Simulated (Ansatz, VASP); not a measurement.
## ZrGaH4: VASP beside Ansatz

```
Zr Ga H
1.0
     3.55533    0.00000    0.00000
     0.00000    3.55533    0.00000
     0.00000    0.00000    4.20029
Zr Ga H
1 1 4
Direct
  0.50000 0.50000 0.50000
  0.00000 0.00000 0.00000
  0.50000 0.00000 0.25188
  0.00000 0.50000 0.74812
  0.50000 0.00000 0.74812
  0.00000 0.50000 0.25188
```

The cell was built by a generator and needn't be a form met in nature.

Alike in both runs: task single point; functional PBE; k mesh 10 × 10 × 10; occupations gaussian, width 0.1 eV; no spin polarisation.

|  | VASP | Ansatz |
| --- | --- | --- |
| version | VASP 6.6.1 | Ansatz 0.2.0 |
| potentials or method | VASP PAW PBE potentials, release 64 (Zr_sv, Ga_d, H) | scalar-relativistic, plane waves, PAW |
| plane-wave cutoff (eV) | 520 | 420 |
| valence electrons in the cell | 29 | 29 |

|  | VASP | Ansatz | Ansatz less VASP |
| --- | --- | --- | --- |
| gap on the k mesh at the Fermi level (eV) | none | none | - |
| pressure (GPa) | 0.0 | 0.0 | +0.02 |

A gap of «none» marks a metal or a gap that the smearing closes.
